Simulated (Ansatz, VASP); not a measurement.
**BaNaH6Ir in two plane-wave programs**

One calculation is typed for both programs; each brings its own data sets. How far apart do they land? The cell is taken from a series of runs on this material, whose earlier steps may have relaxed, scaled, displaced or heated it; both programs get it as it stands.

Calculated with Ansatz 0.2.0; plane waves, with VASP 6.6.1 beside it; G0W0 gap at LDA.

### 1. Starting point

The structure is cubic, space group F-43m (No. 216). Conventional cell: a = 7.845 Å, b = 7.845 Å, c = 7.845 Å, α = 90.00°, β = 90.00°, γ = 90.00°. Na has 12 H at 2.79 Å nearest. Ba has 12 H at 2.79 Å nearest. Nearest to H lie 1 Ir at 1.69 Å and 4 H at 2.39 Å and 2 Ba at 2.79 Å and 2 Na at 2.79 Å. Nearest to Ir lie 6 H at 1.69 Å. Farther neighbours are not listed.

### 2. Ansatz: G0W0 gap, LDA

Ansatz runs on its default PAW (the set named soft_2) files.

Quasiparticle shifts depend on high empty states and on the cores, so they are the hardest test of two PAW sets.

Input file input.yaml:

```yaml
crystal:
  lattice:
    - [0.0, 3.922549, 3.922549]
    - [3.922549, 0.0, 3.922549]
    - [3.922549, 3.922549, 0.0]
  atoms:
    - { symbol: Na, position: [0.25, 0.25, 0.25] }
    - { symbol: Ba, position: [0.75, 0.75, 0.75] }
    - { symbol: H, position: [0.784973, 0.215027, 0.215027] }
    - { symbol: H, position: [0.215027, 0.784973, 0.215027] }
    - { symbol: H, position: [0.784973, 0.784973, 0.215027] }
    - { symbol: H, position: [0.215027, 0.784973, 0.784973] }
    - { symbol: H, position: [0.784973, 0.215027, 0.784973] }
    - { symbol: H, position: [0.215027, 0.215027, 0.784973] }
    - { symbol: Ir, position: [0.0, 0.0, 0.0] }
kpoints:
  mp_grid: { grid: [2, 2, 2] }
hamiltonian:
  xc: lda
scf:
  occupations: { method: fixed }
gw:
  n_empty_bands: 79
  ecut_chi: 114.29
  qp_bands: [v2, c2]
  qp_kpoints: [[0.0, 0.0, 0.0], [0.5, 0.5, 0.0]]
  screening: { model: contour_deformation }
```

Command:

```sh
$ ansatz run input.yaml --threads 4 --pin off --max-ram 7372MiB --backend cpu --events-out ev --progress --plain --runs-dir out
```

Numbers of over 12 decimals in the logs are rounded to 6 here.

What it wrote:

```text
Engine: ansatz 0.2.0, aarch64-unknown-linux-gnu
Pseudopotentials: kind: paw
Pseudopotential: Na, paw, valence charge 9, recommended cutoff 420 eV (normal), Na.paw.azcp
Pseudopotential: Ba, paw, valence charge 10, recommended cutoff 420 eV (normal), Ba.paw.azcp
Pseudopotential: H, paw, valence charge 1, recommended cutoff 420 eV (normal), H.paw.azcp
Pseudopotential: Ir, paw, valence charge 17, recommended cutoff 420 eV (normal), Ir.paw.azcp
Functional definition: SPW92
  exchange = slater_x
  correlation = pw_c
Crystal: 9 atoms, lattice volume = 120.708 Å³
Basis set: ecut = 420 eV, 2397 PW (Γ)
Bands: 30, of which v1, the nominal top of the filled ones, is band 21 counted from 1 (20 counted from 0)
Symmetry: 24 space group operations
Space group: F-43m (ITA 216), of the structure as read, at distance tolerance 4.9e-5 Å
k-points: 3 of 8
Non-local potential: Na, projectors of the file, l = 0: 3, l = 1: 2, l = 2: 1
Non-local potential: Ba, projectors of the file, l = 0: 3, l = 1: 2, l = 2: 2, l = 3: 2
Non-local potential: H, projectors of the file, l = 0: 2, l = 1: 1
Non-local potential: Ir, projectors of the file, l = 0: 3, l = 1: 2, l = 2: 2, l = 3: 1
PAW form: soft (Blöchl's): semilocal exchange-correlation on the pseudo side does not see the compensation charge
PAW frozen core: Na, regenerated for the run's functional, and the local potential with it (the file was generated under x = pbe(κ = 0.804, μ = 0.219515), c = pbe(β = 0.066725))
PAW frozen core: Ba, regenerated for the run's functional, and the local potential with it (the file was generated under x = pbe(κ = 0.804, μ = 0.219515), c = pbe(β = 0.066725))
PAW frozen core: Ir, regenerated for the run's functional, and the local potential with it (the file was generated under x = pbe(κ = 0.804, μ = 0.219515), c = pbe(β = 0.066725))
PAW one-centre angular grid: Na, 110 points (default); XC on 64 Gauss nodes
PAW one-centre angular grid: Ba, 194 points (default); XC on 64 Gauss nodes
PAW one-centre angular grid: H, 110 points (default); XC on 64 Gauss nodes
PAW one-centre angular grid: Ir, 590 points (default); XC on 64 Gauss nodes
Initial density: superposition of atomic densities (neutral atoms: chi_scale 0, normalization atom), corrected by the library's trained network
Initial wavefunctions: pseudopotential atomic-orbital guess
Functional: x = slater, c = lda
SCF iter   1: F=—  HF=-19008.170199 eV  |F-HF|=—  |Δ(HF+E_count)|=         —  Δρ=1.00e-2  dr2=9.12e-2  ethr=1.77e-3  ⟨swp⟩=4.7  Hψ=354  notcnv=0  defer=15
preconditioner: auto → Resta (q_TF=auto, 2.288 Å⁻¹)  ε∞=3.5  [insulator: Δε(μ)=2.989 eV  Ē_g=10.432 eV  n_scr=26 (ndim 8)  ℏωp=16.6 eV  f_vac=0.059  ε∞_Penn≈3.5]
SCF iter   2: F=—  HF=-19008.142689 eV  |F-HF|=—  |Δ(HF+E_count)|=   2.75e-2  Δρ=4.56e-3  dr2=3.02e-2  ethr=2.17e-4  ⟨swp⟩=2.7  Hψ=151  notcnv=0  defer=20
SCF iter   3: F=—  HF=-19008.136077 eV  |F-HF|=—  |Δ(HF+E_count)|=   6.61e-3  Δρ=2.87e-3  dr2=1.64e-2  ethr=7.19e-5  ⟨swp⟩=3.0  Hψ=119  notcnv=0  defer=20
SCF iter   4: F=—  HF=-19008.132947 eV  |F-HF|=—  |Δ(HF+E_count)|=   3.13e-3  Δρ=5.25e-4  dr2=3.17e-4  ethr=3.91e-5  ⟨swp⟩=2.0  Hψ=112  notcnv=0  defer=20
SCF iter   5: F=—  HF=-19008.132948 eV  |F-HF|=—  |Δ(HF+E_count)|=   1.69e-6  Δρ=1.60e-4  dr2=5.50e-5  ethr=7.54e-7  ⟨swp⟩=2.0  Hψ=109  notcnv=0  defer=20
SCF iter   6: F=—  HF=-19008.132944 eV  |F-HF|=—  |Δ(HF+E_count)|=   4.44e-6  Δρ=2.98e-5  dr2=2.35e-6  ethr=1.31e-7  ⟨swp⟩=2.3  Hψ=142  notcnv=0  defer=12
SCF iter   7: F=—  HF=-19008.132944 eV  |F-HF|=—  |Δ(HF+E_count)|=   3.67e-7  Δρ=6.25e-6  dr2=1.18e-7  ethr=5.59e-9  ⟨swp⟩=2.0  Hψ=119  notcnv=0  defer=12
SCF iter   8: F=-19008.132944 eV  HF=-19008.132944 eV  |F-HF|=2.47e-9  |Δ(HF+E_count)|=   1.94e-8  Δρ=1.76e-6  dr2=5.12e-9  ethr=2.38e-10  ⟨swp⟩=12.0  Hψ=485  notcnv=0
SCF 1 converged in 8 iterations: F = -19008.132944 eV  dr2 = 5.12e-9
  greatest PAW one-centre occupation: 1.000 electrons in one spin orbital (limit 2), on the Ir atom at site 8 (counted from 0), in its partial waves of l = 0
NSCF: frozen V_eff on 3 k-points
G₀W₀ screening: q 1/3
[... further progress lines ...]
NSCF: frozen V_eff on 1 k-points
NSCF: frozen V_eff on 1 k-points
SCF converged after 8 iterations
Free energy (F): -19008.132944 eV
Harris-Foulkes:  -19008.132944 eV  (|F-HF|=2.47e-9)
Internal energy: -19008.132944 eV  (E = F + TS)
E sigma→0 (E₀):  -19008.132944 eV
Fermi energy:    3.876724 eV
--- Per-component energies (eV) ---
  E_band       = -674.561709
  E_kinetic    = 990.639053
  E_local      = -4472.155806  (includes V_loc(G=0)·N_el)
  E_nonlocal   = 262.616718
  E_hartree    = 1709.731853
  E_xc         = -524.783224
  E_vxc        = -554.946829  (∫ρ·V_xc dr)
  E_paw        = -14257.844576  (= ΣΔE_a)
  E_vpaw       = -320.169004  (= ΣTr[D̂ρ^β])
  E_aug_tail   = -0.006672  (compensation charges beyond the density's cutoff)
  E_ewald      = -2717.165299
  E_core_change = 0.835008  (= ΣΔE_core)
  E_smearing   = -0.000000  (= −TS)
  E_closure    = -0.000000  (closes the sum)
  Σ components = -19008.132944   (vs F -19008.132944, Δ=0.00e0)
--- Band table (eV) ---
  k-point 0: bands = [... 17 lower, 2.7896, 3.8767, 3.8767, 3.8767, 8.1729, 9.0460, 9.0460, 10.6778, ... 5 higher]
  k-point 1: bands = [... 17 lower, 3.2778, 3.6495, 3.8180, 3.8180, 8.6442, 8.6442, 9.0134, 9.4797, ... 5 higher]
  k-point 2: bands = [... 17 lower, 3.2910, 3.5500, 3.8463, 3.8463, 6.8763, 9.1141, 9.3288, 9.8962, ... 5 higher]
--- G₀W₀: contour deformation, 6 samples at zero and on the imaginary axis and 1 off it, 8 q-points, 79 empty bands' worth ---
  eigenvalues of the whole cell's RPA ε∞ on this k-mesh (on a slab, of 1 + 4πα/V) = 4.1090, 4.1090, 4.1090; static W/v taken at q = 0 is 0.243367
  bands read: the sum over 100 bands ends inside a degenerate multiplet in 1 slot, whose members it reads at an even weight; the widest, k=0: bands 100 to 102 (counted from 1) at 1/3 each
    ik  band        ε_KS         Σx   Σc(E_QP)       V_xc       Z   E_QP_lin       E_QP  E_QP is
     0    20      3.8767   -26.3162     4.1149   -22.1238  0.7465     3.7992     3.7993  root
     0    21      3.8767   -26.3162     4.1149   -22.1238  0.7465     3.7992     3.7993  root
     0    22      8.1729    -4.8946    -3.6651    -9.6809  0.8134     9.3132     9.2941  root
     0    23      9.0460    -9.9458    -3.7835   -15.2609  0.7909    10.6213    10.5776  root
     2    20      3.8463   -25.8610     4.0716   -21.6913  0.7469     3.7481     3.7483  root
     2    21      3.8463   -25.8610     4.0716   -21.6913  0.7469     3.7481     3.7483  root
     2    22      6.8763    -9.2050    -3.1546   -13.5640  0.8046     8.1010     8.0807  root
     2    23      9.1141    -8.2926    -3.3561   -12.9120  0.8008    10.4030    10.3773  root
```

Reading the cycles: dr2 is the Hartree energy of the density residual (eV), the measure of convergence; HF is the Harris–Foulkes estimate of the energy, which meets the free energy F at convergence.

### 3. VASP: G0W0 gap, LDA

The same cell, functional (in two slightly different forms) and mesh now go to VASP, with its own data sets.

Lines of VASP's logs that name or quote its potential files are left out, and so is its time.

The run reads the wave functions of an earlier VASP run, which isn't shown here.

Input file INCAR:

```
SYSTEM = BaNaH6Ir
PREC = Accurate
ENCUT = 400
ISMEAR = 0
SIGMA = 0.01
LREAL = .FALSE.
GGA = CA
NBANDS = 100
LASPH = .TRUE.
ALGO = EVGW0
NELMGW = 1
ENCUTGW = 114.29
NOMEGA = 64
PRECFOCK = Fast
NBANDSGW = 29
LWAVE = .FALSE.
LCHARG = .FALSE.
```

Input file POSCAR:

```
BaNaH6Ir
1.0
    0.0000000000      3.9225490000      3.9225490000
    3.9225490000      0.0000000000      3.9225490000
    3.9225490000      3.9225490000      0.0000000000
Na Ba H Ir
1 1 6 1
Direct
    0.2500000000      0.2500000000      0.2500000000
    0.7500000000      0.7500000000      0.7500000000
    0.7849730000      0.2150270000      0.2150270000
    0.2150270000      0.7849730000      0.2150270000
    0.7849730000      0.7849730000      0.2150270000
    0.2150270000      0.7849730000      0.7849730000
    0.7849730000      0.2150270000      0.7849730000
    0.2150270000      0.2150270000      0.7849730000
    0.0000000000      0.0000000000      0.0000000000
```

Input file KPOINTS:

```
Automatic mesh
0
Gamma
2 2 2
0 0 0
```

PAW data sets: Na_sv_GW, Ba_sv_GW, H_GW and Ir_sv_GW (LDA family, release 64).

Command:

```sh
$ export OMP_NUM_THREADS=4
$ mpirun -np 1 vasp_std
```

What it wrote:

```text
[banner, memory and clock lines left out]
running    1 mpi-ranks, on    1 nodes
 distrk:  each k-point on    1 cores,    1 groups
 distr:  one band on    1 cores,    1 groups
 Offloading initialized ...    1 GPUs detected
 POSCAR found type information on POSCAR NaBaH Ir
 POSCAR found :  4 types and       9 ions
|                                                                             |
|           W    W    AA    RRRRR   N    N  II  N    N   GGGG   !!!           |
|           W    W   A  A   R    R  NN   N  II  NN   N  G    G  !!!           |
|           W    W  A    A  R    R  N N  N  II  N N  N  G       !!!           |
|           W WW W  AAAAAA  RRRRR   N  N N  II  N  N N  G  GGG   !            |
|           WW  WW  A    A  R   R   N   NN  II  N   NN  G    G                |
|           W    W  A    A  R    R  N    N  II  N    N   GGGG   !!!           |
|                                                                             |
|     The default for ENCUTGWSOFT is different in this version of VASP.       |
|     please manually set ENCUTGWSOFT =114.29 in the INCAR file.              |
|                                                                             |

 LDA part: xc-table for (Slater(with rela. corr.)+CA(PZ))
 , standard interpolation
 found WAVECAR, reading the header
 POSCAR, INCAR and KPOINTS ok, starting setup
 FFT: planning ... GRIDC
 FFT: planning ... GRID_SOFT
 FFT: planning ... GRID
 reading WAVECAR
 the WAVECAR file was read successfully
 initial charge from wavefunction
 available memory per node:   1577.27 GB, setting MAXMEM to   1615120

 The Fermi energy was updated, please check that it is located mid-gap
 values below the HOMO (VB) or above the LUMO (CB) will cause erroneous energies
 E-fermi :   2.0169

 calculate exact exchange contribution
 the WAVEDER file was read successfully
energies w=
    0.000    0.000    1.258    0.000    2.513    0.000    3.763    0.000
    5.006    0.000    6.239    0.000    7.460    0.000    8.669    0.000
    9.863    0.000   11.042    0.000   12.206    0.000   13.355    0.000
   14.488    0.000   15.607    0.000   16.712    0.000   17.803    0.000
   18.883    0.000   19.953    0.000   21.013    0.000   22.067    0.000
   23.115    0.000   24.159    0.000   25.202    0.000   26.245    0.000
   27.290    0.000   28.341    0.000   29.399    0.000   30.468    0.000
   31.549    0.000   32.646    0.000   33.762    0.000   34.900    0.000
   36.064    0.000   37.259    0.000   38.488    0.000   39.756    0.000
   41.070    0.000   42.434    0.000   43.856    0.000   45.344    0.000
   46.906    0.000   48.553    0.000   50.294    0.000   52.145    0.000
   54.120    0.000   56.238    0.000   58.519    0.000   60.989    0.000
   63.678    0.000   66.624    0.000   69.869    0.000   73.469    0.000
   77.493    0.000   82.027    0.000   87.180    0.000   93.094    0.000
   99.959    0.000  108.028    0.000  117.651    0.000  129.327    0.000
  143.787    0.000  162.154    0.000  186.234    0.000  219.148    0.000
 responsefunction array rank=     344
 LDA part: xc-table for (Slater(with rela. corr.)+CA(PZ))
 , standard interpolation

 min. memory requirement per mpi rank    380.1 MB, per node    380.1 MB

 allocating  64 responsefunctions rank=   344
 shmem allocating  64 responsefunctions rank=   344
 response function shared by NCSHMEM nodes    1
 Doing            64  frequencies on each core in blocks of            64
NQ=   1    0.0000    0.0000    0.0000,
|.........|.........|.........|.........|.........|.........|.........|.........
 performed         43000 updates of chi_q(r,r)
 total number of BLAS operations         38.52 Gflops
NQ=   2    0.5000    0.0000    0.0000,
|.........|.........|.........|.........|.........|.........|.........|.........
 performed        115000 updates of chi_q(r,r)
 total number of BLAS operations        107.57 Gflops
NQ=   3    0.5000    0.5000    0.0000,
|.........|.........|.........|.........|.........|.........|.........|.........
 performed        182000 updates of chi_q(r,r)
 total number of BLAS operations        170.40 Gflops
 resolving degeneracies of screened two electron integrals

 calculate QP shifts <psi_nk| G(iteration)W_0 |psi_nk>: iteration 1
 entering main loop
```

OUTCAR, selected parts (step 3):

```text
ion  position               nearest neighbor table
   1  0.250  0.250  0.250-
   2  0.750  0.750  0.750-   9 3.40   9 3.40   9 3.40   9 3.40
   3  0.785  0.215  0.215-   9 1.69
   4  0.215  0.785  0.215-   9 1.69
   5  0.785  0.785  0.215-   9 1.69
   6  0.215  0.785  0.785-   9 1.69
   7  0.785  0.215  0.785-   9 1.69
   8  0.215  0.215  0.785-   9 1.69
   9  0.000  0.000  0.000-   3 1.69   4 1.69   5 1.69   6 1.69   7 1.69   8 1.69   2 3.40   2 3.40
                             2 3.40   2 3.40

  LATTYP: Found a face centered cubic cell.
 ALAT       =     7.8450980000

 Subroutine GETGRP returns: Found 24 space group operations
 (whereof 24 operations were pure point group operations)

The static configuration has the point symmetry T_d .

 Found      3 irreducible k-points:

   k-points           NKPTS =      3   k-points in BZ     NKDIM =      8   number of bands    NBANDS=    100

   dimension x,y,z NGX =    36 NGY =   36 NGZ =   36
   dimension x,y,z NGXF=    72 NGYF=   72 NGZF=   72

   ENCUT  =  400.0 eV  29.40 Ry    5.42 a.u.   9.05  9.05  9.05*2*pi/ulx,y,z

   NELECT =      42.0000    total number of electrons

  energy-cutoff  :      400.00
  volume of cell :      120.71
      direct lattice vectors                 reciprocal lattice vectors
     0.000000000  3.922549000  3.922549000    -0.127468134  0.127468134  0.127468134
     3.922549000  0.000000000  3.922549000     0.127468134 -0.127468134  0.127468134
     3.922549000  3.922549000  0.000000000     0.127468134  0.127468134 -0.127468134

 k-points in reciprocal lattice and weights: Automatic mesh
   0.00000000  0.00000000  0.00000000       0.125
   0.50000000  0.00000000  0.00000000       0.500
   0.50000000  0.50000000  0.00000000       0.375

 E-fermi :   2.0169

 QP shifts <psi_nk| G(iteration)W_0 |psi_nk>: iteration 1
 for sc-GW calculations column KS-energies equals QP-energies in previous step
 and V_xc(KS)=  KS-energies - (<T + V_ion + V_H > + <T+V_H+V_ion>^1  + <V_x>^1)
 k-point   1 :       0.0000    0.0000    0.0000
  band No.  KS-energies  QP-energies   sigma(KS)   V_xc(KS)     V^pw_x(r,r')   Z            occupation Imag(sigma)
    ...
     18      -0.5430      -1.4366     -12.4546     -11.3115     -14.9380       0.7818       2.0000       0.3455
     19       0.5162       0.2562     -18.1638     -17.8221     -22.1230       0.7610       2.0000       0.4481
     20       0.5162       0.2562     -18.1638     -17.8221     -22.1230       0.7610       2.0000       0.4481
     21       0.5162       0.2562     -18.1638     -17.8221     -22.1230       0.7610       2.0000       0.4481
     22       4.8476       6.0880      -7.1355      -8.6527      -3.8870       0.8176       0.0000      -0.3001
     23       5.6861       7.3284     -10.4899     -12.5502      -7.3010       0.7971       0.0000      -0.3366
     24       5.6861       7.3284     -10.4899     -12.5502      -7.3010       0.7971       0.0000      -0.3366
     25       7.3172       8.7893      -7.4658      -9.2777      -4.0687       0.8125       0.0000      -0.3616
    ...

 k-point   2 :       0.5000    0.0000    0.0000
  band No.  KS-energies  QP-energies   sigma(KS)   V_xc(KS)     V^pw_x(r,r')   Z            occupation Imag(sigma)
    ...
     18      -0.0564      -0.8950     -12.8647     -11.7942     -15.3160       0.7834       2.0000       0.3228
     19       0.2897       0.0108     -17.6644     -17.2950     -21.5671       0.7552       2.0000       0.4599
     20       0.4573       0.1955     -18.0015     -17.6557     -21.9352       0.7572       2.0000       0.4499
     21       0.4573       0.1955     -18.0015     -17.6557     -21.9352       0.7572       2.0000       0.4499
     22       5.2866       6.7442     -10.1927     -12.0166      -7.2101       0.7992       0.0000      -0.3128
     23       5.2866       6.7442     -10.1927     -12.0166      -7.2101       0.7992       0.0000      -0.3128
     24       5.6664       6.9270      -7.0115      -8.5549      -3.7396       0.8168       0.0000      -0.3206
     25       6.1351       7.5556      -8.6030     -10.3587      -5.4791       0.8091       0.0000      -0.3216
    ...

 k-point   3 :       0.5000    0.5000    0.0000
  band No.  KS-energies  QP-energies   sigma(KS)   V_xc(KS)     V^pw_x(r,r')   Z            occupation Imag(sigma)
    ...
     18      -0.0430      -0.8906     -13.0703     -11.9897     -15.6013       0.7844       2.0000       0.3284
     19       0.1919      -0.1176     -17.2718     -16.8622     -21.0939       0.7556       2.0000       0.4595
     20       0.4867       0.2077     -17.8933     -17.5266     -21.7915       0.7608       2.0000       0.4448
     21       0.4867       0.2077     -17.8933     -17.5266     -21.7915       0.7608       2.0000       0.4448
     22       3.5177       4.7981      -9.7222     -11.3063      -7.0049       0.8083       0.0000      -0.2671
     23       5.7659       7.1523      -9.3129     -11.0334      -6.4288       0.8058       0.0000      -0.3023
     24       5.9700       7.4359      -7.6331      -9.4460      -4.1513       0.8086       0.0000      -0.3414
     25       6.5385       8.0801      -8.5309     -10.4449      -5.1969       0.8054       0.0000      -0.3445
    ...
```

### 4. Comparison

Known differences besides the potentials themselves: the two LDA forms differ slightly; fixed occupations in Ansatz, narrow Gaussian smearing in VASP; the cutoff is 420 eV in Ansatz and 400 eV in VASP; VASP's log shows a relativistic correction to its local exchange, Ansatz's none; Ansatz integrates over frequency by contour deformation, VASP on a grid of NOMEGA points; Ansatz's G0W0 levels solve the quasiparticle equation, VASP's are linearised. Total energies have different zeros and are not compared.

Compared:

```
                   quantity  Ansatz  VASP  difference
  G0W0 gap on the mesh (eV)    4.28  4.54       -0.26
Kohn-Sham gap under it (eV)    3.00  3.00        0.00
```

### 5. Summary of results

```yaml
difference_in_g0w0_gap_on_the_mesh_g0w0_gap_lda: -0.26 eV
```

In words: The difference in G0W0 gap on the mesh is -0.26 eV (G0W0 gap, LDA). Part of the difference in the G0W0 gap can come from VASP's linearised levels. How closely two codes agree says nothing of how well the functional describes the real material.

[Lines on the potential files, build, host, timing and source positions are cut from VASP's logs without a mark.]

[Logs are printed without paths, hosts, clocks, repeated set-up lines and the standing remarks that a program may print on its own settings, such as how far it seeks lower states.]

[Hosts, paths, dates, database ids (printed as entryN), source tags and the programs' standing remarks are cut or masked in the printed files.]
